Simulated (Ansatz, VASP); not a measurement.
## WC (Qusongite): VASP beside Ansatz

Aim: how closely do two programs agree when they are given the same cell, functional and k mesh? The cell is taken from a series of runs on this material, whose earlier steps may have relaxed, scaled, displaced or heated it; both programs get it as it stands.

Main program and level: Ansatz 0.2.0; plane waves, with VASP 6.6.1 beside it; zone-centre phonons at LDA.

**1. The structure**

Symmetry: P-6m2, No. 187, hexagonal system. Conventional cell: a = 2.909 Å, b = 2.909 Å, c = 2.700 Å, α = 90.00°, β = 90.00°, γ = 120.00°. C has 6 W at 2.15 Å nearest. W has 6 C at 2.15 Å nearest. Farther neighbours are not listed.

**2. VASP: zone-centre phonons, LDA**

Second derivatives magnify differences that forces hide, and they need a tight electronic threshold.

Lines of VASP's logs that name or quote its potential files are left out, and so is its time.

The input, INCAR:

```
SYSTEM = WC
PREC = Accurate
ENCUT = 600
EDIFF = 1E-08
NELM = 120
ISMEAR = 1
SIGMA = 0.2
LREAL = .FALSE.
ALGO = Normal
GGA = PW92
NBANDS = 11
LASPH = .TRUE.
LORBIT = 11
LWAVE = .FALSE.
LCHARG = .FALSE.
ISIF = 2
IBRION = 8
GGA_COMPAT = .FALSE.
KPAR = 2
```

The input, POSCAR:

```
WC
1.0
    2.9086783274      0.0000000000      0.0000000000
   -1.4543391637      2.5189893230      0.0000000000
    0.0000000000      0.0000000000      2.7003197257
C W
1 1
Direct
    0.6666666644      0.3333333356      0.5000000000
    0.9999999977      0.0000000023      0.0000000000
```

The input, KPOINTS:

```
Automatic mesh
0
Gamma
18 18 16
0 0 0
```

PAW data sets: C and W (LDA family, release 64).

On the command line:

```sh
$ mpirun -np 2 vasp_std
```

Numbers of over 12 decimals in the logs are rounded to 6 here.

Output:

```text
[banner, memory and clock lines left out]
running    2 mpi-ranks, on    1 nodes
 distrk:  each k-point on    1 cores,    2 groups
 distr:  one band on    1 cores,    1 groups

 POSCAR found type information on POSCAR C W
 POSCAR found :  2 types and       2 ions
|                                                                             |
|               ----> ADVICE to this user running VASP <----                  |
|                                                                             |
|     You enforced a specific xc type in the INCAR file but a different       |
|     [... a line on the potential file left out ...]
|     I HOPE YOU KNOW WHAT YOU ARE DOING!                                     |
|                                                                             |

 LDA part: xc-table for (Slater(with rela. corr.)+PW92), standard interpolation
 POSCAR, INCAR and KPOINTS ok, starting setup
 FFT: planning ... GRIDC
 FFT: planning ... GRID_SOFT
 FFT: planning ... GRID
 WAVECAR not read
 entering main loop
       N       E                     dE             d eps       ncg     rms          rms(c)
DAV:   1     0.251858289955E+02    0.25186E+02   -0.55761E+03  7326   0.933E+02
DAV:   2    -0.259496143419E+02   -0.51135E+02   -0.48567E+02  8651   0.205E+02
DAV:   3    -0.278991853475E+02   -0.19496E+01   -0.19318E+01  8957   0.344E+01
DAV:   4    -0.279092204497E+02   -0.10035E-01   -0.10033E-01  8009   0.291E+00
DAV:   5    -0.279092523398E+02   -0.31890E-04   -0.31890E-04  8833   0.168E-01    0.369E+01
DAV:   6    -0.248398248376E+02    0.30694E+01   -0.13249E+01  8285   0.223E+01    0.119E+01
DAV:   7    -0.247625860222E+02    0.77239E-01   -0.64229E-01  7596   0.670E+00    0.879E+00
DAV:   8    -0.247195801465E+02    0.43006E-01   -0.98284E-02  8018   0.228E+00    0.268E+00
DAV:   9    -0.247112507125E+02    0.83294E-02   -0.19586E-02  8070   0.888E-01    0.103E-01
DAV:  10    -0.247112189997E+02    0.31713E-04   -0.76578E-04  8276   0.247E-01    0.180E-01
DAV:  11    -0.247112079768E+02    0.11023E-04   -0.48922E-05  8544   0.509E-02    0.855E-03
DAV:  12    -0.247112070491E+02    0.92772E-06   -0.32462E-06  8175   0.121E-02    0.129E-02
DAV:  13    -0.247112070279E+02    0.21149E-07   -0.26221E-07  8301   0.495E-03    0.360E-04
DAV:  14    -0.247112070308E+02   -0.29113E-08   -0.28829E-09  4593   0.486E-04
   1 F= -.24711207E+02 E0= -.24711203E+02  d E =-.123766E-04
 Linear response reoptimize wavefunctions to high precision
DAV:   1    -0.247112070315E+02   -0.68167E-09   -0.11393E-09  5487   0.261E-04
DAV:   2    -0.247112070315E+02   -0.90949E-11   -0.78290E-11  3882   0.873E-05
 Linear response DOF=           4
 Linear response progress:
  Degree of freedom:   1/  4
       N       E                     dE             d eps       ncg     rms          rms(c)
RMM:   1    -0.120968485760E+00   -0.12097E+00    0.40045E-02 74662   0.212E+00
RMM:   2    -0.117522263042E+00    0.34462E-02   -0.23660E-03 50633   0.451E-01    0.237E-01
RMM:   3    -0.117705876363E+00   -0.18361E-03   -0.58088E-04 48067   0.162E-01    0.124E-01
RMM:   4    -0.118523558606E+00   -0.81768E-03   -0.40281E-04 48681   0.128E-01    0.285E-02
RMM:   5    -0.118493671608E+00    0.29887E-04   -0.53708E-06 52813   0.196E-02    0.125E-03
RMM:   6    -0.118508753456E+00   -0.15082E-04   -0.29511E-07 53814   0.262E-03    0.506E-04
RMM:   7    -0.118505165000E+00    0.35885E-05   -0.89398E-08 55141   0.423E-04    0.737E-05
RMM:   8    -0.118505361723E+00   -0.19672E-06    0.90709E-08 54277   0.903E-05    0.315E-05
RMM:   9    -0.118505256668E+00    0.10505E-06    0.33944E-10 56330   0.239E-05    0.401E-06
RMM:  10    -0.118505245574E+00    0.11094E-07    0.17301E-09 52558   0.577E-06    0.190E-06
RMM:  11    -0.118505240183E+00    0.53909E-08    0.13738E-09 45416   0.344E-06    0.327E-07
 first order change of Fermi-energy   0.56777E-05
 force on displaced ion       1 direction 1 : -19.180   0.002   0.000
 Linear response progress:
  Degree of freedom:   2/  4
       N       E                     dE             d eps       ncg     rms          rms(c)
RMM:   1    -0.123912823389E+00   -0.12391E+00    0.25293E-02 26047   0.214E+00
RMM:   2    -0.119949839135E+00    0.39630E-02   -0.25446E-03 17962   0.464E-01    0.195E-01
RMM:   3    -0.120074129939E+00   -0.12429E-03   -0.77775E-04 16922   0.184E-01    0.943E-02
RMM:   4    -0.121030322415E+00   -0.95619E-03   -0.52909E-04 16991   0.144E-01    0.200E-02
RMM:   5    -0.121039512869E+00   -0.91905E-05   -0.98920E-06 18551   0.245E-02    0.234E-03
RMM:   6    -0.121062243179E+00   -0.22730E-04   -0.40672E-07 18493   0.417E-03    0.417E-04
RMM:   7    -0.121061439366E+00    0.80381E-06    0.45931E-08 19388   0.433E-04    0.138E-04
RMM:   8    -0.121060811658E+00    0.62771E-06   -0.43991E-08 18853   0.707E-05    0.109E-05
RMM:   9    -0.121060822872E+00   -0.11215E-07   -0.10306E-08 19556   0.129E-05    0.575E-06
RMM:  10    -0.121060802594E+00    0.20278E-07   -0.25961E-09 19231   0.802E-06    0.384E-07
RMM:  11    -0.121060803819E+00   -0.12246E-08   -0.12993E-09 12411   0.287E-06    0.259E-07
 first order change of Fermi-energy   0.25905E-03
 force on displaced ion       1 direction 3 :   0.000   0.000 -18.594
 Linear response progress:
  Degree of freedom:   3/  4
       N       E                     dE             d eps       ncg     rms          rms(c)
RMM:   1    -0.112216261595E+00   -0.11222E+00   -0.85232E-02 64980   0.189E+00
RMM:   2    -0.109052846702E+00    0.31634E-02   -0.18463E-03 49703   0.339E-01    0.221E-01
RMM:   3    -0.108242054569E+00    0.81079E-03   -0.28509E-04 52117   0.107E-01    0.130E-01
RMM:   4    -0.107923925093E+00    0.31813E-03   -0.43939E-04 52156   0.131E-01    0.187E-02
RMM:   5    -0.107953008665E+00   -0.29084E-04   -0.10953E-06 54441   0.146E-02    0.367E-03
RMM:   6    -0.107958344817E+00   -0.53362E-05    0.58880E-07 54837   0.149E-03    0.116E-03
RMM:   7    -0.107959273939E+00   -0.92912E-06    0.37836E-08 55706   0.662E-04    0.155E-04
RMM:   8    -0.107958555420E+00    0.71852E-06    0.15726E-07 55792   0.152E-04    0.130E-05
RMM:   9    -0.107958553779E+00    0.16405E-08   -0.40225E-09 57412   0.287E-05    0.476E-06
 first order change of Fermi-energy  -0.50594E-04
 force on displaced ion       2 direction 1 : -19.175   0.002   0.000
 Linear response progress:
  Degree of freedom:   4/  4
       N       E                     dE             d eps       ncg     rms          rms(c)
RMM:   1    -0.114957816574E+00   -0.11496E+00   -0.86984E-02 23618   0.197E+00
RMM:   2    -0.111956818971E+00    0.30010E-02   -0.19602E-03 17548   0.364E-01    0.172E-01
RMM:   3    -0.111283176297E+00    0.67364E-03   -0.22696E-04 18326   0.104E-01    0.952E-02
RMM:   4    -0.111157391398E+00    0.12578E-03   -0.38444E-04 18119   0.130E-01    0.144E-02
RMM:   5    -0.111184491545E+00   -0.27100E-04   -0.22662E-06 19179   0.117E-02    0.340E-03
RMM:   6    -0.111194656878E+00   -0.10165E-04    0.45699E-08 19112   0.144E-03    0.103E-03
RMM:   7    -0.111196785241E+00   -0.21284E-05    0.33654E-08 19289   0.632E-04    0.162E-04
RMM:   8    -0.111196658013E+00    0.12723E-06    0.12822E-07 19447   0.105E-04    0.622E-05
RMM:   9    -0.111196314233E+00    0.34378E-06   -0.11698E-08 19877   0.391E-05    0.388E-06
RMM:  10    -0.111196305840E+00    0.83933E-08   -0.55722E-09 19599   0.725E-06    0.190E-06
 first order change of Fermi-energy  -0.46593E-03
 force on displaced ion       2 direction 3 :   0.000  -0.000 -18.589
 Linear response finished
```

OUTCAR, selected parts (step 2):

```text
ion  position               nearest neighbor table
   1  0.667  0.333  0.500-   2 2.15   2 2.15   2 2.15   2 2.15   2 2.15   2 2.15
   2  1.000  0.000  0.000-   1 2.15   1 2.15   1 2.15   1 2.15   1 2.15   1 2.15

  LATTYP: Found a hexagonal cell.
 ALAT       =     2.9086783274
 C/A-ratio  =     0.9283665713

 Subroutine GETGRP returns: Found 12 space group operations
 (whereof 12 operations were pure point group operations)

The static configuration has the point symmetry D_3h.

 Found    333 irreducible k-points:

   k-points           NKPTS =    333   k-points in BZ     NKDIM =    333   number of bands    NBANDS=     11

   dimension x,y,z NGX =    24 NGY =   24 NGZ =   24
   dimension x,y,z NGXF=    48 NGYF=   48 NGZF=   48

   ENCUT  =  600.0 eV  44.10 Ry    6.64 a.u.   5.81  5.81  5.39*2*pi/ulx,y,z

   NELECT =      10.0000    total number of electrons

 k-points in reciprocal lattice and weights: Automatic mesh
   0.00000000  0.00000000  0.00000000       0.000
   0.05555556  0.00000000  0.00000000       0.001
   0.11111111  0.00000000  0.00000000       0.001
   0.16666667  0.00000000  0.00000000       0.001
   0.22222222  0.00000000  0.00000000       0.001
   0.27777778  0.00000000  0.00000000       0.001
   0.33333333  0.00000000  0.00000000       0.001
   0.38888889  0.00000000  0.00000000       0.001
   0.44444444  0.00000000  0.00000000       0.001
[...]
0.33333333  0.27777778  0.50000000       0.002
   0.33333333  0.33333333  0.50000000       0.000

 average (electrostatic) potential at core
       1 -49.6177       2 -36.8092

  Total        0.0892408      0.0892408      5.1388732      0.0000000     -0.0000000     -0.0000000
  in kB        7.2266484      7.2266484    416.1417352      0.0000000     -0.0000000     -0.0000000
  external PRESSURE =     143.5316773 kB  Pullay stress =       0.0000000 kB

  energy-cutoff  :      600.00
  volume of cell :       19.79
      direct lattice vectors                 reciprocal lattice vectors
     2.908678327  0.000000000  0.000000000     0.343798759  0.198492306  0.000000000
    -1.454339164  2.518989323  0.000000000     0.000000000  0.396984612  0.000000000
     0.000000000  0.000000000  2.700319726     0.000000000  0.000000000  0.370326517

 POSITION                                       TOTAL-FORCE (eV/Angst)
 -----------------------------------------------------------------------------------
      1.45434      0.83966      1.35016         0.000000      0.000000      0.000000
      2.90868      0.00000      0.00000        -0.000000      0.000000      0.000000
 -----------------------------------------------------------------------------------
    total drift:                                0.000003     -0.000002      0.000000

 Eigenvectors and eigenvalues of the dynamical matrix
 ----------------------------------------------------

   1 f  =   20.390264 THz   128.115808 2PiTHz  680.146003 cm-1    84.327319 meV
             X         Y         Z           dx          dy          dz
      1.454339  0.839663  1.350160     0.000000   -0.968861   -0.000000
      2.908678  0.000000  0.000000     0.000000    0.247605    0.000000

   2 f  =   20.390264 THz   128.115808 2PiTHz  680.146003 cm-1    84.327319 meV
             X         Y         Z           dx          dy          dz
      1.454339  0.839663  1.350160    -0.968861    0.000000   -0.000000
      2.908678  0.000000  0.000000     0.247605    0.000000    0.000000

   3 f  =   20.076416 THz   126.143844 2PiTHz  669.677163 cm-1    83.029349 meV
             X         Y         Z           dx          dy          dz
      1.454339  0.839663  1.350160     0.000000    0.000000   -0.968862
      2.908678  0.000000  0.000000    -0.000000    0.000000    0.247603

   4 f/i=    0.000671 THz     0.004218 2PiTHz    0.022391 cm-1     0.002776 meV
             X         Y         Z           dx          dy          dz
      1.454339  0.839663  1.350160    -0.247605    0.000000    0.000000
      2.908678  0.000000  0.000000    -0.968861    0.000000    0.000000

   5 f/i=    0.000671 THz     0.004218 2PiTHz    0.022391 cm-1     0.002776 meV
             X         Y         Z           dx          dy          dz
      1.454339  0.839663  1.350160    -0.000000   -0.247605    0.000000
      2.908678  0.000000  0.000000    -0.000000   -0.968861    0.000000

   6 f/i=    0.000701 THz     0.004406 2PiTHz    0.023393 cm-1     0.002900 meV
             X         Y         Z           dx          dy          dz
      1.454339  0.839663  1.350160     0.000000    0.000000    0.247603
      2.908678  0.000000  0.000000     0.000000    0.000000    0.968862

 ELASTIC MODULI CONTR FROM IONIC RELAXATION (kBar)
 Direction    XX          YY          ZZ          XY          YZ          ZX
 --------------------------------------------------------------------------------
 XX        -228.0624    228.0624      0.0000      0.0000     -0.0000      0.0000
 YY         228.0624   -228.0624      0.0000     -0.0000      0.0000      0.0000
 ZZ           0.0000      0.0000      0.0000      0.0000      0.0000      0.0000
 XY           0.0000     -0.0000      0.0000   -228.0624     -0.0000      0.0000
 YZ          -0.0000      0.0000      0.0000     -0.0000     -0.0000      0.0000
 ZX           0.0000      0.0000      0.0000      0.0000      0.0000      0.0000
 --------------------------------------------------------------------------------
```

(Part 1 of 2 ends here.)

[Lines on the potential files, build, host, timing and source positions are cut from VASP's logs without a mark.]

[Logs are printed without paths, hosts, clocks, repeated set-up lines and the standing remarks that a program may print on its own settings, such as how far it seeks lower states.]

[Hosts, paths, dates, database ids (printed as entryN), source tags and the programs' standing remarks are cut or masked in the printed files.]
